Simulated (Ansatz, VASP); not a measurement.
## Cross-check of ZnS between VASP and Ansatz

Aim: how closely do two programs agree when they are given the same cell, functional and k mesh? The cell is taken from a series of runs on this material, whose earlier steps may have relaxed, scaled, displaced or heated it; both programs get it as it stands.

Method: plane waves, with VASP 6.6.1 beside it; zone-centre phonons at LDA, in Ansatz 0.2.0.

## (1) The structure

It takes space group F-43m (No. 216, cubic). The conventional cell has a = 5.401 Å, b = 5.401 Å, c = 5.401 Å, α = 90.00°, β = 90.00°, γ = 90.00°. S has 4 Zn at 2.34 Å nearest. Nearest to Zn lie 4 S at 2.34 Å. Farther neighbours and most contacts between anions are not listed.

## (2) Ansatz: zone-centre phonons, LDA

Ansatz runs on its PAW soft_1 files.

Second derivatives magnify differences that forces hide, and they need a tight electronic threshold.

File input.yaml:

```yaml
crystal:
  lattice:
    - [0.0, 2.7002995245, 2.7002995245]
    - [2.7002995245, 0.0, 2.7002995245]
    - [2.7002995245, 2.7002995245, 0.0]
  atoms:
    - { symbol: S, position: [0.0, 0.0, 0.0] }
    - { symbol: Zn, position: [0.75, 0.75, 0.75] }
kpoints:
  mp_grid: { grid: [12, 12, 12] }
hamiltonian:
  xc: lda
  pseudopotentials: { kind: paw, azcp: { folder: soft_1 }, xc_functional: pbe }
scf:
  occupations: { method: fixed }
output:
  eigenvalues: true
phonons:
  method: dfpt
  dielectric: true
  rigid_motions: translations
```

Run with:

```
> ansatz run input.yaml --threads 4 --pin off --max-ram 10240MiB --backend cpu --events-out ev --progress --plain --runs-dir out
```

Numbers of over 12 decimals in the logs are rounded to 6 here.

The log of the run:

```text
Engine: ansatz 0.2.0, x86_64-unknown-linux-gnu
Pseudopotentials: kind: paw
Pseudopotential: S, paw, valence charge 6, recommended cutoff 420 eV (normal), soft_1/S.paw.azcp
Pseudopotential: Zn, paw, valence charge 12, recommended cutoff 420 eV (normal), soft_1/Zn.paw.azcp
Functional definition: SPW92
  exchange = slater_x
  correlation = pw_c
Crystal: 2 atoms, lattice volume = 39.379 Å³
Basis set: ecut = 420 eV, 749 PW (Γ), exchange–correlation on 54×54×54 points (8 copies of the dense FFT grid, shifted against one another)
Bands: 13, of which v1, the nominal top of the filled ones, is band 9 counted from 1 (8 counted from 0)
Symmetry: 24 space group operations
k-points: 280 of 1728 (irreducible under 4 space group operations, time reversal used)
Non-local potential: S, projectors of the file, l = 0: 2, l = 1: 2, l = 2: 1
Non-local potential: Zn, projectors of the file, l = 0: 2, l = 1: 2, l = 2: 3, l = 3: 1
PAW form: soft (Blöchl's): semilocal exchange-correlation on the pseudo side does not see the compensation charge
PAW frozen core: S, regenerated for the run's functional, and the local potential with it (the file was generated under x = pbe(κ = 0.804, μ = 0.219515), c = pbe(β = 0.066725))
PAW frozen core: Zn, regenerated for the run's functional, and the local potential with it (the file was generated under x = pbe(κ = 0.804, μ = 0.219515), c = pbe(β = 0.066725))
PAW one-centre angular grid: S, 110 points (default); XC on 64 Gauss nodes
PAW one-centre angular grid: Zn, 590 points (default); XC on 64 Gauss nodes
Initial density: superposition of atomic densities (chi_scale 0.1, normalization cell, long waves kept (reshape's long-wave potential 0.00 eV rms))
Initial wavefunctions: pseudopotential atomic-orbital guess
Functional: x = slater, c = lda
SCF iter   1: F=—  HF=-4117.511649 eV  |F-HF|=—  |Δ(HF+E_count)|=         —  Δρ=3.81e-2  dr2=3.36e-1  ethr=3.10e-3  ⟨swp⟩=5.1  Hψ=21738  notcnv=0  defer=528
preconditioner: auto → none  [insulator: Δε(μ)=2.101 eV  Ē_g=12.519 eV  n_scr=14 (ndim 8)  ℏωp=25.1 eV  f_vac=0.000  ε∞_Penn≈5.0]
SCF iter   2: F=—  HF=-4117.427691 eV  |F-HF|=—  |Δ(HF+E_count)|=   8.40e-2  Δρ=1.42e-2  dr2=4.22e-2  ethr=1.87e-3  ⟨swp⟩=2.0  Hψ=8694  notcnv=0  defer=540
SCF iter   3: F=—  HF=-4117.414598 eV  |F-HF|=—  |Δ(HF+E_count)|=   1.31e-2  Δρ=9.45e-3  dr2=1.72e-2  ethr=2.35e-4  ⟨swp⟩=2.0  Hψ=6466  notcnv=0  defer=552
SCF iter   4: F=—  HF=-4117.410240 eV  |F-HF|=—  |Δ(HF+E_count)|=   4.36e-3  Δρ=2.12e-3  dr2=1.24e-3  ethr=9.54e-5  ⟨swp⟩=2.0  Hψ=8661  notcnv=0  defer=552
SCF iter   5: F=—  HF=-4117.410101 eV  |F-HF|=—  |Δ(HF+E_count)|=   1.39e-4  Δρ=6.13e-4  dr2=8.29e-5  ethr=6.88e-6  ⟨swp⟩=2.2  Hψ=6018  notcnv=0  defer=552
SCF iter   6: F=—  HF=-4117.410119 eV  |F-HF|=—  |Δ(HF+E_count)|=   1.73e-5  Δρ=9.96e-5  dr2=1.70e-6  ethr=4.60e-7  ⟨swp⟩=2.3  Hψ=6125  notcnv=0  defer=2
SCF iter   7: F=—  HF=-4117.410118 eV  |F-HF|=—  |Δ(HF+E_count)|=   1.95e-7  Δρ=1.17e-5  dr2=3.08e-8  ethr=9.43e-9  ⟨swp⟩=2.0  Hψ=5387  notcnv=0
SCF iter   8: F=—  HF=-4117.410118 eV  |F-HF|=—  |Δ(HF+E_count)|=   8.23e-9  Δρ=6.46e-7  dr2=1.18e-10  ethr=1.71e-10  ⟨swp⟩=2.0  Hψ=5889  notcnv=0
SCF iter   9: F=-4117.410118 eV  HF=-4117.410118 eV  |F-HF|=7.73e-11  |Δ(HF+E_count)|=  2.09e-11  Δρ=4.01e-7  dr2=2.55e-11  ethr=1.00e-12  ⟨swp⟩=9.0  Hψ=26733  notcnv=0
SCF 1 converged in 9 iterations: F = -4117.410118 eV  dr2 = 2.55e-11
  greatest PAW one-centre occupation: 0.984 electrons in one spin orbital (limit 2), on the Zn atom at site 1 (counted from 0), in its partial waves of l = 2
NSCF: frozen V_eff on 1 k-points
DFPT response loops at Γ: preconditioner auto → none (the input reference at scf.mixing.eps_inf says where Resta's filter doesn't serve); β = 0.50; Broyden in place of MSR1
── the response to a field inside a basis, on 12×12×12 k-points: an SCF that follows is theirs, and a resumed run solves both again ──
Bands: 10, of which v1, the nominal top of the filled ones, is band 9 counted from 1 (8 counted from 0)
k-points: 182 of 1728 (irreducible under 6 space group operations, time reversal used)
Initial density: handed on by an earlier stage of this run
Initial wavefunctions: pseudopotential atomic-orbital guess (no wavefunctions were taken with the density)
Eigensolver: Dense (182 Hₖ)
SCF iter   1: F=—  HF=-4117.410346 eV  |F-HF|=—  |Δ(HF+E_count)|=         —  Δρ=2.19e-4  dr2=4.60e-6  ethr=1.00e-1
preconditioner: auto → none  [insulator: Δε(μ)=2.036 eV  Ē_g=9.798 eV  n_scr=14 (ndim 8)  ℏωp=25.1 eV  f_vac=0.019  ε∞_Penn≈7.6]
SCF iter   2: F=—  HF=-4117.410345 eV  |F-HF|=—  |Δ(HF+E_count)|=   6.86e-7  Δρ=2.02e-4  dr2=6.33e-6  ethr=2.56e-8
SCF iter   3: F=—  HF=-4117.410348 eV  |F-HF|=—  |Δ(HF+E_count)|=   2.83e-6  Δρ=1.62e-4  dr2=6.14e-6  ethr=2.56e-8
SCF iter   4: F=-4117.410345 eV  HF=-4117.410345 eV  |F-HF|=3.31e-9  |Δ(HF+E_count)|=   3.06e-6  Δρ=6.88e-6  dr2=8.65e-9  ethr=2.56e-8
SCF 1 converged in 4 iterations: F = -4117.410345 eV  dr2 = 8.65e-9
  greatest PAW one-centre occupation: 0.983 electrons in one spin orbital (limit 2), on the Zn atom at site 1 (counted from 0), in its partial waves of l = 2
DFPT response loops at Γ: mixed as the last ones told, above
SCF converged after 9 iterations
Free energy (F): -4117.410118 eV
Harris-Foulkes:  -4117.410118 eV  (|F-HF|=7.73e-11)
Internal energy: -4117.410118 eV  (E = F + TS)
E sigma→0 (E₀):  -4117.410118 eV
Fermi energy:    5.514854 eV
--- Per-component energies (eV) ---
  E_band       = -1.751866
  E_kinetic    = 253.866807
  E_local      = -2270.860976  (includes V_loc(G=0)·N_el)
  E_nonlocal   = 857.688073
  E_hartree    = 862.313719
  E_xc         = -165.934444
  E_vxc        = -134.567170  (∫ρ·V_xc dr)
  E_paw        = -2402.024800  (= ΣΔE_a)
  E_vpaw       = -432.505534  (= ΣTr[D̂ρ^β])
  E_aug_tail   = -0.000247  (compensation charges beyond the density's cutoff)
  E_ewald      = -1254.168592
  E_core_change = 1.710341  (= ΣΔE_core)
  E_smearing   = -0.000000  (= −TS)
  E_closure    = 0.000000  (closes the sum)
  Σ components = -4117.410118   (vs F -4117.410118, Δ=0.00e0)
--- Band table (eV; the first three rows and the last of 280) ---
  k-point 0: bands = [... 5 lower, -0.4932, 5.5149, 5.5149, 5.5149, 7.3759, 11.7325, 11.7325, 11.7325]
  k-point 1: bands = [... 5 lower, -0.4942, 4.8890, 5.4445, 5.4445, 7.8738, 11.6490, 11.8550, 11.8550]
  k-point 2: bands = [... 5 lower, -0.4953, 3.7662, 5.2633, 5.2633, 8.5249, 11.6915, 12.1361, 12.1361]
  k-point 279: bands = [... 5 lower, -0.0818, 0.8241, 2.7028, 2.7352, 11.0336, 11.4081, 13.1739, 13.5044]
--- Phonons (Γ-DFPT): 2 representative perturbations + reference, on 280 of 1728 k-points (Σ response iterations 6) ---
  k mesh reduced under 4 symmetry operations, with k and −k counted as one. Each operation leaves every solved perturbation unchanged. A smaller set is not considered because the run solves the response to a homogeneous field
  ASR residual: 2.896e-4 → 0.000e0 eV/Å²; symmetrization residual: 4.878e-6 eV/Å²
  ASR residual per site (eV/Å²): 1.49e-6 2.90e-4
  Γ frequencies (cm⁻¹): 0.00 0.00 0.00 262.16 262.16 262.16
  ε∞ (high-frequency dielectric tensor):
        6.217268    -0.000000     0.000000
       -0.000000     6.217268     0.000000
        0.000000     0.000000     6.217268
  ε⁰ (static dielectric tensor: ions relaxed, cell fixed):
        9.527593    -0.000000     0.000000
       -0.000000     9.527593    -0.000000
        0.000000    -0.000000     9.527593
  ε⁰ − ε∞ (ionic part):
        3.310325    -0.000000     0.000000
       -0.000000     3.310325    -0.000000
        0.000000    -0.000000     3.310325
  softest optical mode at Γ: 262.16 cm⁻¹; the repairs (sum rule, projections) moved no ω² at Γ by more than (1.21 cm⁻¹)²
  Born effective charges Z* (e; rows j = field, columns β = displacement):
    site 0:
        -1.97909    0.00000   -0.00000
        -0.00000   -1.97909   -0.00000
        -0.00000   -0.00000   -1.97909
    site 1:
         1.97909   -0.00000    0.00000
         0.00000    1.97909    0.00000
         0.00000    0.00000    1.97909
  Z* charge neutrality: 2.529e-4 e pre-enforcement
  solved inside a basis spanned on kpoints, on 12×12×12 k-points, its susceptibility summed on 16×16×16: ε∞ is read to err by 1.6e-2, Z* by 1.3e-2 e (field_mesh: kpoints solves on kpoints); Z* is corrected for what the basis lacks
  optical modes at Γ without the LO–TO term, one row a degenerate level:
      ω (cm⁻¹)  modes    IR ((D/Å)²/amu)
        262.16      3            12.6021
  optical modes at Γ + LO–TO along q̂ = [1.0000, 0.0000, 0.0000]:
      ω (cm⁻¹)  modes    IR ((D/Å)²/amu)
        262.16      2             8.4014
        324.54      1             4.2007
  optical modes at Γ + LO–TO along q̂ = [0.0000, 1.0000, 0.0000]:
      ω (cm⁻¹)  modes    IR ((D/Å)²/amu)
        262.16      2             8.4014
        324.54      1             4.2007
  optical modes at Γ + LO–TO along q̂ = [0.0000, 0.0000, 1.0000]:
      ω (cm⁻¹)  modes    IR ((D/Å)²/amu)
        262.16      2             8.4014
        324.54      1             4.2007
```

In the SCF lines HF is the Harris–Foulkes energy and dr2 the Hartree energy of the density residual, in eV; the loop may stop once dr2 is under the threshold and the program's other checks hold. Hψ counts applications of the Hamiltonian.

(Part 1 of 2 ends here.)

[Lines on the potential files, build, host, timing and source positions are cut from VASP's logs without a mark.]

[Logs are printed without paths, hosts, clocks, repeated set-up lines and the standing remarks that a program may print on its own settings, such as how far it seeks lower states.]

[Hosts, paths, dates, database ids (printed as entryN), source tags and the programs' standing remarks are cut or masked in the printed files.]
